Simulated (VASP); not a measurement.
OSZICAR of a VASP run on CdS (zinc blende):

OSZICAR:
```
       N       E                     dE             d eps       ncg     rms          rms(c)
DAV:   1     0.123053585230E+03    0.12305E+03   -0.92248E+03   528   0.128E+03
DAV:   2     0.907779224342E+01   -0.11398E+03   -0.10938E+03   570   0.300E+02
DAV:   3     0.447563749959E+01   -0.46022E+01   -0.45872E+01   640   0.640E+01
DAV:   4     0.444635195605E+01   -0.29286E-01   -0.29281E-01   555   0.518E+00
DAV:   5     0.444595699638E+01   -0.39496E-03   -0.39496E-03   650   0.573E-01    0.953E+00
DAV:   6     0.961515165764E+01    0.51692E+01   -0.63711E+00   520   0.380E+01    0.648E+00
DAV:   7     0.935984852278E+01   -0.25530E+00   -0.50555E-01   540   0.688E+00    0.437E+00
DAV:   8     0.984715754483E+01    0.48731E+00   -0.47782E-01   520   0.906E+00    0.123E+00
DAV:   9     0.936256601759E+01   -0.48459E+00   -0.29319E-01   520   0.671E+00    0.609E-01
DAV:  10     0.942911784148E+01    0.66552E-01   -0.37817E+01   520   0.122E+03    0.338E-01
DAV:  11     0.938127397654E+01   -0.47844E-01   -0.32196E-01   520   0.855E+00    0.387E-01
DAV:  12     0.938376861119E+01    0.24946E-02   -0.11793E-03   600   0.352E-01    0.221E-01
DAV:  13     0.938039348793E+01   -0.33751E-02   -0.18026E-03   525   0.540E-01    0.105E-01
DAV:  14     0.938076757331E+01    0.37409E-03   -0.29443E-04   530   0.250E-01    0.713E-02
DAV:  15     0.938042124479E+01   -0.34633E-03   -0.40053E-04   520   0.250E-01    0.859E-02
DAV:  16     0.937999360416E+01   -0.42764E-03   -0.12697E-04   520   0.146E-01    0.557E-02
DAV:  17     0.937998136666E+01   -0.12237E-04   -0.74063E-06   610   0.268E-02    0.372E-02
DAV:  18     0.937998106628E+01   -0.30038E-06   -0.11454E-05   520   0.389E-02    0.128E-02
DAV:  19     0.937997671655E+01   -0.43497E-05   -0.27699E-06   532   0.203E-02    0.423E-03
DAV:  20     0.937997776582E+01    0.10493E-05   -0.83244E-07   365   0.112E-02    0.763E-03
DAV:  21     0.937997558758E+01   -0.21782E-05   -0.79647E-07   360   0.103E-02    0.337E-03
DAV:  22     0.937997547333E+01   -0.11425E-06   -0.19018E-07   340   0.491E-03
   1 F= 0.93799755E+01 E0= 0.93799755E+01  d E =0.937998E+01
```

**Question.** Which electronic solver shows in the log?

**Answer.** It is blocked Davidson (ALGO = Normal, or the opening steps of other solvers). The INCAR had ALGO = Normal.

**Question.** Can the final energy be trusted as converged?

**Answer.** Self-consistency was reached. It stopped with EDIFF = 1E-6, NELM = 100, NSW = 60 and EDIFFG = -0.01 after 1 ionic step (revTPSS meta-GGA, plane waves, VASP's PBE PAW potentials (set 64)).

The compound is CdS in the zinc blende structure, a metastable form; wurtzite is the usual one. It was relaxed first. The start is the result of an earlier pass.
